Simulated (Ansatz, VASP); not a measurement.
# One calculation of Ag3F, two programs

```xyz
4
Lattice="0.0000 3.2204 3.2204 3.2204 0.0000 3.2204 3.2204 3.2204 0.0000" Properties=species:S:1:pos:R:3 pbc="T T T"
Ag    1.6102    1.6102    1.6102
Ag    4.8306    4.8306    4.8306
Ag    3.2204    3.2204    3.2204
F     0.0000    0.0000    0.0000
```

Change from the starting cell: species swapped into the SrCa3 type (Fm-3m, No. 225).

Alike in both runs: functional PBE; k mesh 6 × 6 × 6; occupations gaussian, width 0.1 eV; no spin polarisation.

Ansatz relaxed the structure, and its values are those at the end. VASP's run is a single point on that final structure, the one shown.

|  | VASP | Ansatz |
| --- | --- | --- |
| version | VASP 6.6.1 | Ansatz 0.2.0 |
| potentials or method | VASP PAW PBE potentials, release 64 (Ag, F) | scalar-relativistic, plane waves, PAW |
| plane-wave cutoff (eV) | 520 | 420 |
| valence electrons in the cell | 40 | 64 |

|  | VASP | Ansatz | Ansatz less VASP |
| --- | --- | --- | --- |
| gap on the k mesh at the Fermi level (eV) | none | none | - |
| pressure (GPa) | -0.5 | -0.4 | +0.17 |

A gap of «none» marks a metal or a gap that the smearing closes. With one functional, cell and mesh, what is left measures potentials, basis and numerics. The two sets of potentials don't hold the same shells in valence.
